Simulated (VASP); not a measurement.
OSZICAR of a VASP run on Ni (fcc):

### OSZICAR
```
       N       E                     dE             d eps       ncg     rms          rms(c)
DAV:   1     0.171203173035E+02    0.17120E+02   -0.40971E+03  5476   0.118E+03
DAV:   2    -0.702334856283E+01   -0.24144E+02   -0.23282E+02  5266   0.149E+02
DAV:   3    -0.734081033639E+01   -0.31746E+00   -0.31727E+00  5987   0.220E+01
DAV:   4    -0.734368548613E+01   -0.28751E-02   -0.28749E-02  6007   0.188E+00
DAV:   5    -0.734375343211E+01   -0.67946E-04   -0.67945E-04  5931   0.248E-01    0.111E+01
DAV:   6    -0.648618711886E+01    0.85757E+00   -0.18504E+01  5469   0.708E+01    0.577E+00
DAV:   7    -0.615979288709E+01    0.32639E+00   -0.28143E+00  5506   0.260E+01    0.201E+00
DAV:   8    -0.614100267904E+01    0.18790E-01   -0.23975E-02  7572   0.177E+00    0.957E-01
DAV:   9    -0.613840004535E+01    0.26026E-02   -0.14864E-03  7636   0.356E-01    0.273E-01
DAV:  10    -0.613771825235E+01    0.68179E-03   -0.63397E-04  7317   0.201E-01    0.327E-02
DAV:  11    -0.613771679083E+01    0.14615E-05   -0.17048E-05  6659   0.520E-02    0.291E-02
DAV:  12    -0.613771812963E+01   -0.13388E-05   -0.17888E-06  2937   0.149E-02    0.666E-03
DAV:  13    -0.613771826316E+01   -0.13353E-06   -0.48690E-07  2710   0.829E-03
   1 F= -.61377183E+01 E0= -.61377929E+01  d E =-.613772E+01  mag=     0.5857
       N       E                     dE             d eps       ncg     rms          rms(c)
DAV:   1    -0.613872568240E+01   -0.10076E-02   -0.16702E-02  5436   0.223E+00    0.267E-01
DAV:   2    -0.613801368087E+01    0.71200E-03   -0.14809E-02  5466   0.187E+00    0.131E-01
DAV:   3    -0.613773513957E+01    0.27854E-03   -0.20915E-03  5422   0.740E-01    0.425E-02
DAV:   4    -0.613771532543E+01    0.19814E-04   -0.13851E-05  5886   0.316E-02    0.242E-02
DAV:   5    -0.613771264223E+01    0.26832E-05   -0.58404E-06  5345   0.191E-02    0.430E-03
DAV:   6    -0.613771257335E+01    0.68881E-07   -0.98826E-08  2700   0.336E-03
   2 F= -.61377126E+01 E0= -.61377838E+01  d E =0.568981E-05  mag=     0.5853
       N       E                     dE             d eps       ncg     rms          rms(c)
DAV:   1    -0.613805149847E+01   -0.33886E-03   -0.52983E-03  5418   0.126E+00    0.151E-01
DAV:   2    -0.613782373272E+01    0.22777E-03   -0.47449E-03  5458   0.106E+00    0.746E-02
DAV:   3    -0.613773413108E+01    0.89602E-04   -0.67314E-04  5424   0.420E-01    0.241E-02
DAV:   4    -0.613772723593E+01    0.68951E-05   -0.44434E-06  5568   0.181E-02    0.137E-02
DAV:   5    -0.613772613700E+01    0.10989E-05   -0.18062E-06  2762   0.108E-02    0.251E-03
DAV:   6    -0.613772628601E+01   -0.14901E-06   -0.10278E-07  2627   0.375E-03
   3 F= -.61377263E+01 E0= -.61377995E+01  d E =-.802285E-05  mag=     0.5854
```

**Question.** Which electronic solver shows in the log?

**Answer.** It is blocked Davidson (ALGO = Normal, or the opening steps of other solvers). The INCAR had ALGO = Normal.

**Question.** How was spin treated?

**Answer.** Collinear spin (ISPIN = 2): the summary line carries one mag value, 0.59 μB in the cell.

**Question.** Can the final energy be trusted as converged?

**Answer.** Self-consistency was reached. It stopped with EDIFF = 1E-6, NELM = 100, NSW = 60 and EDIFFG = -0.01 after 3 ionic steps (PBEsol GGA, plane waves, VASP's PBE PAW potentials (set 64)).

The compound is Ni in the fcc structure. This run relaxes it. Symmetry was kept, so distortions that lower it aren't found. The start is the result of an earlier pass.
